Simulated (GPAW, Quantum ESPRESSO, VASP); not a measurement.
# Code comparison for Fe3Rh (Fm-3m, 4 atoms in the cell)

Self-consistent single point, at a second geometry (lattice scaled by 0.98). First geometry:

```
Fe3Rh
1.0
    0.00000     2.95649     2.95649
    2.95649     0.00000     2.95649
    2.95649     2.95649     0.00000
Fe Rh
3 1
Direct
  0.75000   0.75000   0.75000
  0.25000   0.25000   0.25000
  0.00000   0.00000   0.00000
  0.50000   0.50000   0.50000
```
Moments meant for the start (each program seeds them in its own way; μB, in the order of the atoms Fe Fe Fe Rh): 4.0 4.0 4.0 1.0.

Shared settings, as Quantum ESPRESSO writes them: occupations = smearing; smearing = gauss; degauss = 0.019992 Ry; nspin = 2; K_POINTS = automatic 8 8 8 0 0 0. Potentials and cutoffs stand in the table.

| code | model | ΔF from the first geometry (meV/atom) | pressure (GPa) | size of the net moment (μB/atom) | cutoff |
|---|---|---|---|---|---|
| GPAW | PBEsol, GPAW PAW datasets PBEsol (made by gpaw-setup) | -20.4 | 1.23 | 2.22 | 850 eV |
| Quantum ESPRESSO | PBEsol, GBRV 1.5 ultrasoft (PBESOL) pseudopotentials | -26.2 | 0.14 | 2.26 | 50 Ry |
| VASP | PBEsol, VASP's PBE PAW potentials (set 64) | -30.1 | -0.99 | 2.23 | 300 eV |

On GPAW's run: the magnetic order is the one reached from the typed start; others were not searched systematically.

The spread over the programs that give each value: ΔF from the first geometry within 9.7 meV/atom; pressure within 2.22 GPa; size of the net moment within 0.04 μB/atom.

VASP's run is marked for a possible Pulay error in its stress at this cutoff; no cutoff test was made.

The starting cell comes from a database of computed structures (which also holds hypothetical and non-ambient phases and stackings), without a prior relaxation at this level. Its lattice was rescaled by a random factor within 2.5 % of one. For this run, on top of that: lattice scaled by 0.98.

Left out of this page: Ansatz, Elk, FLEUR and SIESTA (not drawn, or without a comparable value).
